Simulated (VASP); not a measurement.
Input of a VASP 6.6.1 run:

INCAR

```
SYSTEM = KNi
PREC = Accurate ; ENCUT = 600
EDIFF = 1E-6 ; ISMEAR = 1
SIGMA = 0.1 ; LREAL = .FALSE.
LASPH = .TRUE. ; NELM = 150
ALGO = Normal ; ISIF = 3
LWAVE = .FALSE. ; LCHARG = .FALSE.
ISPIN = 2 ; MAGMOM = 0 1
LORBIT = 11 ; LMAXMIX = 4
GGA = PE ; IBRION = 2
NSW = 40 ; EDIFFG = -0.01
```

The input KPOINTS:

```
regular mesh
0
G
  7 7 8
  0 0 0
```

Contents of POSCAR:

```
KNi
1.0
    3.6604778900      0.0000000000      0.0000000000
    0.0000000000      3.6604778900      0.0000000000
    0.0000000000      0.0000000000      3.4788877700
K Ni
1 1
Direct
    0.0000000000      0.0000000000      0.0000000000
    0.5000000000      0.5000000000      0.5000000000
```

Potentials or basis: VASP PAW PBE potentials, release 64 (K_sv, Ni).

Launch:

```bash
$ cat potpaw_PBE.64/K_sv/POTCAR potpaw_PBE.64/Ni/POTCAR > POTCAR
$ mpirun -np 1 vasp_std > vasp.out
```

Problem. Estimate the net moment.

Solution. 0.00 μB per cell.

Problem. Estimate the band gap on the k mesh.

Solution. None (metal or under the smearing width).

Problem. Predict the relaxed cell.

Solution. a = 4.289 Å, b = 4.289 Å, c = 2.769 Å, α = 90.00°, β = 90.00°, γ = 90.00°.

Problem. Estimate the relaxed volume.

Solution. 25.48 Å³/atom.

The path:
```
step  energy change (eV)  largest force (eV/Å)  pressure (GPa)  volume (Å³)
   1              0.0000                0.0000            4.60        46.61
   2             -0.0061                0.0000            0.98        51.27
   3             -0.0132                0.0000            0.36        52.81
   4             -0.0133                0.0000           -0.46        55.98
   5             -0.0155                0.0000           -0.14        54.31
   6             -0.0154                0.0000            0.05        54.01
   7             -0.0165                0.0000            0.07        53.99
   8             -0.0210                0.0000            0.05        53.93
   9             -0.0346                0.0000            0.02        53.76
  10             -0.0803                0.0000           -0.07        53.24
  11             -0.2076                0.0000           -0.20        51.49
  12              1.7569                0.0000           22.02        44.78
  13             -0.2126                0.0000           -0.20        51.35
  14             -0.2205                0.0000            0.18        50.58
  15             -0.2218                0.0000            0.02        50.82
  16             -0.2216                0.0000            0.10        50.71
  17             -0.2174                0.0000           -0.52        52.18
  18             -0.2218                0.0000           -0.04        50.95
```
